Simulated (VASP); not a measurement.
# Li(100), as cut: electronic structure, part 2 of 2

Wanted: what it costs to take an electron out of Li(100), held as cut.

VASP 6.6.1, plane waves and PAW; the level of theory is named at each step.

So far: The structure; Potential and states of the slab.

**2. Potential and states of the slab (continued)**

Level of this step: r2SCAN; plane waves and PAW (Li) (VASP).

Electrostatic potential energy in the ca plane at fractional y = 0.000, with atoms of Li within 0.2 Å of it. With pseudopotentials it is smooth inside the atoms' cores, unlike the true potential.

Ten even steps from '0' (-22 eV) to '9' (2 eV), each cell a mean:
```
30037999862015899985102689997300378999999999
65578999986457899987546899998755689999999999
88889999998889999999888999999888899999999999
99999999999999999999999999999999999999999999
99999999999999999999999999999999999999999999
98899999999999999999999999999988999999999999
77789999987778999998777899999877789999999999
52258999974136899986314799998522578999999999
20027999861004899984001689997200278999999999
```
Columns run along c (16.0 Å, from fractional 0.30 to 0.86 of the cell; values clipped at the 3rd and 97th percentile), rows up along a (3.5 Å). Atoms in or near the plane, at fractional coordinates: Li at (0.32, 0.00), Li at (0.44, 0.00), Li at (0.56, 0.00), Li at (0.68, 0.00).

Valence density in the ca plane at fractional y = 0.000, with atoms of Li within 0.2 Å of it. It is the smooth field of the valence electrons, not physical close to the nuclei.

Values in e/Å³, 5 rows by 16 columns, each cell a mean:
```
0.019 0.041 0.053 0.038 0.029 0.049 0.049 0.029 0.038 0.053 0.041 0.019 0.011 0.003 0.001 0.000
0.034 0.052 0.053 0.049 0.047 0.051 0.051 0.047 0.049 0.053 0.052 0.034 0.014 0.004 0.001 0.000
0.038 0.053 0.053 0.051 0.052 0.052 0.052 0.052 0.051 0.053 0.053 0.038 0.015 0.004 0.001 0.000
0.030 0.050 0.053 0.047 0.043 0.051 0.051 0.043 0.047 0.053 0.050 0.030 0.014 0.004 0.001 0.000
0.017 0.038 0.053 0.036 0.026 0.048 0.048 0.026 0.036 0.053 0.038 0.017 0.010 0.003 0.001 0.000
```
Columns run along c (16.0 Å, from fractional 0.30 to 0.86 of the cell), rows up along a (3.5 Å). Atoms in or near the plane, at fractional coordinates: Li at (0.32, 0.00), Li at (0.44, 0.00), Li at (0.56, 0.00), Li at (0.68, 0.00).

ELF in the ca plane at fractional y = 0.000, with atoms of Li within 0.2 Å of it. It is the smooth field of the valence electrons, not physical close to the nuclei.

Values, 5 rows by 16 columns, each cell a mean:
```
0.05 0.36 0.64 0.25 0.07 0.54 0.51 0.06 0.28 0.64 0.33 0.05 0.15 0.09 0.02 0.00
0.60 0.69 0.65 0.55 0.50 0.63 0.63 0.50 0.56 0.65 0.69 0.59 0.44 0.16 0.03 0.00
0.75 0.75 0.65 0.63 0.64 0.65 0.65 0.64 0.63 0.65 0.75 0.75 0.54 0.19 0.03 0.00
0.41 0.61 0.65 0.46 0.35 0.61 0.60 0.34 0.48 0.65 0.60 0.41 0.36 0.14 0.02 0.00
0.01 0.28 0.63 0.20 0.03 0.51 0.48 0.02 0.23 0.64 0.25 0.01 0.10 0.08 0.02 0.00
```
Columns run along c (16.0 Å, from fractional 0.30 to 0.86 of the cell), rows up along a (3.5 Å). Atoms in or near the plane, at fractional coordinates: Li at (0.32, 0.00), Li at (0.44, 0.00), Li at (0.56, 0.00), Li at (0.68, 0.00).

Only the dipole across the slab is computed (IDIPOL = 3); zeros along the plane are no results.

The density of states holds every band computed, so its fall toward the upper end of the range is no gap.

The map of layer states is cut here 0.5 eV above the Fermi level, so it leaves out the states above that.

The vacuum level lies 3.03 eV above the Fermi level at the upper face; both faces agree, as the slab has next to no dipole.

The program found no field-free point at its default tolerance, but its printed level agrees with the flat part of the planar average.

On this mesh the fine structure of the density of states is sampling noise, and high empty states may be cut by the number of bands.

**3. Derived quantities**

This step: slab, r2SCAN; plane waves and PAW (VASP 6.6.1).

No new run; the numbers come from the runs before.

**4. Slab, bad settings**

This step: r2SCAN, spin-polarised, total moment fixed; plane waves and PAW (Li) (VASP 6.6.1).

As a lesson, the run is repeated with a fault in its input.

Input file INCAR:

```
SYSTEM = Li
PREC = Normal
ENCUT = 300
EDIFF = 1E-06
NELM = 66
ISMEAR = -1
SIGMA = 0.1
LREAL = .FALSE.
ALGO = Normal
METAGGA = R2SCAN
LASPH = .TRUE.
NBANDS = 10
LORBIT = 11
LWAVE = .FALSE.
LCHARG = .FALSE.
KPAR = 2
IDIPOL = 3
LDIPOL = .TRUE.
DIPOL = 0.5 0.5 0.5
LVHAR = .TRUE.
LVACPOTAV = .TRUE.
ISPIN = 2
NUPDOWN = 40
```

Input file POSCAR:

```
Li
1.0
    3.4900000000      0.0000000000      0.0000000000
    0.0000000000      3.4900000000      0.0000000000
    0.0000000000      0.0000000000     28.4700000000
Li
7
Direct
    0.0000000000      0.0000000000      0.3161222339
    0.5000000000      0.5000000000      0.3774148226
    0.0000000000      0.0000000000      0.4387074113
    0.5000000000      0.5000000000      0.5000000000
    0.0000000000      0.0000000000      0.5612925887
    0.5000000000      0.5000000000      0.6225851774
    0.0000000000      0.0000000000      0.6838777661
```

Input file KPOINTS:

```
Automatic mesh
0
Gamma
12 12 1
0 0 0
```

PAW data sets: Li (PBE family, release 64).

The run is started by

```
mpirun -np 2 vasp_std
```

Output:

```text
[banner, memory and clock lines left out]
running    2 mpi-ranks, on    1 nodes
[...]
|                                                                             |
|           W    W    AA    RRRRR   N    N  II  N    N   GGGG   !!!           |
|           W    W   A  A   R    R  NN   N  II  NN   N  G    G  !!!           |
|           W    W  A    A  R    R  N N  N  II  N N  N  G       !!!           |
|           W WW W  AAAAAA  RRRRR   N  N N  II  N  N N  G  GGG   !            |
|           WW  WW  A    A  R   R   N   NN  II  N   NN  G    G                |
|           W    W  A    A  R    R  N    N  II  N    N   GGGG   !!!           |
|                                                                             |
|     You requested a magnetic or noncollinear calculation, but did not       |
|     specify the initial magnetic moment with the MAGMOM tag. Note that      |
|     a default of 5.714 will be used for all atoms. This ferromagnetic       |
|     setup may break the symmetry of the crystal, in particular it may       |
|     rule out finding an antiferromagnetic solution. Thence, we              |
|     recommend setting the initial magnetic moment manually or verifying     |
|     carefully that this magnetic setup is desired.                          |
|                                                                             |

 [... a notice as in an earlier step ...]

 LDA part: xc-table for (None), standard interpolation
 POSCAR, INCAR and KPOINTS ok, starting setup
[...]
entering main loop
       N       E                     dE             d eps       ncg     rms          rms(c)
```

Run time: 5.7 min. Hardware: 2 MPI ranks of Intel Xeon Platinum 8375C at 2.90GHz (Ice Lake), shared host.

The run had not converged when it was stopped at its time limit. The fault in the input: moment fixed beyond the electrons at hand.

**5. Outcome**

```
work function of the slab : 3.03 eV
```

The work function is 3.03 eV at both faces. No atom was relaxed. The cell in the plane was kept as given and was not relaxed here.

[Lines on the potential files, build, host, timing and source positions are cut from VASP's logs without a mark.]

[Logs are printed without paths, hosts, clocks, repeated set-up lines and the standing remarks that a program may print on its own settings, such as how far it seeks lower states.]

[Hosts, paths, dates, database ids (printed as entryN), source tags and the programs' standing remarks are cut or masked in the printed files.]

[In band tables of VASP the shares of atoms and orbitals are scaled to a sum of 1 inside the atoms' spheres.]

[Runs that stopped without an error message from VASP are left out.]
